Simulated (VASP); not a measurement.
These are PBE GGA, VASP's PBE PAW potentials (set 64) (plane waves; VASP) values and carry that method's errors.

VASP ran on this input.

### POSCAR
```
CdS
1
    0.0000000000     2.9100000000     2.9100000000
    2.9100000000     0.0000000000     2.9100000000
    2.9100000000     2.9100000000     0.0000000000
Cd S
1 1
Direct
  0.0000000000   0.0000000000   0.0000000000
  0.7500000000   0.7500000000   0.7500000000
```

KPOINTS:
```
Automatic mesh
0
Gamma
7 7 7
0 0 0
```

### INCAR
```
! general
SYSTEM  = CdS
PREC    = Accurate
ENCUT   = 480
LREAL   = .False.
LASPH   = .True.

! electronic loop
EDIFF   = 1E-6   ! SCF stop (eV)
NELM    = 100
ALGO    = Normal   ! blocked Davidson
LMAXMIX = 4   ! l cut-off of mixed one-centre charges

! smearing
ISMEAR  = 0
SIGMA   = 0.05

! functional
GGA     = PE   ! PBE

! ions
IBRION  = 2   ! conjugate gradients
NSW     = 60   ! most ionic steps
ISIF    = 3   ! ions, shape and volume
EDIFFG  = -0.01   ! ionic stop

! output
LWAVE   = .False.
LCHARG  = .False.
```

POTCAR, in this order: Cd S (PBE.64 set). Program: vasp_std.

Energy and stress use the plane-wave basis of the starting cell.

### Question
Estimate the energy per atom (σ→0), volume per atom, band gap (on the k-mesh).

### Answer

```
Property                           Value
------------------------  --------------
energy per atom (σ→0)     -3.073 eV/atom
band gap (on the k-mesh)         1.03 eV
volume per atom            26.12 Å³/atom
```

**OSZICAR**
```
...
DAV:   1    -0.622540139294E+01   -0.84406E-01   -0.16516E+00   565   0.172E+01    0.209E+00
DAV:   2    -0.615277761705E+01    0.72624E-01   -0.18520E-01   580   0.695E+00    0.714E-01
DAV:   3    -0.614566451434E+01    0.71131E-02   -0.21596E-02   545   0.170E+00    0.597E-01
DAV:   4    -0.614511389566E+01    0.55062E-03   -0.10853E-03   525   0.388E-01    0.141E-01
DAV:   5    -0.614506768587E+01    0.46210E-04   -0.19467E-04   630   0.217E-01    0.516E-02
DAV:   6    -0.614507773109E+01   -0.10045E-04   -0.36164E-05   540   0.764E-02    0.192E-02
DAV:   7    -0.614507712984E+01    0.60126E-06   -0.25064E-06   572   0.117E-02
   3 F= -.61450771E+01 E0= -.61450771E+01  d E =-.317549E-01
```

The compound is CdS in the zinc blende structure, a metastable form; wurtzite is the usual one. This run relaxes it. Symmetry was kept, so distortions that lower it aren't found.
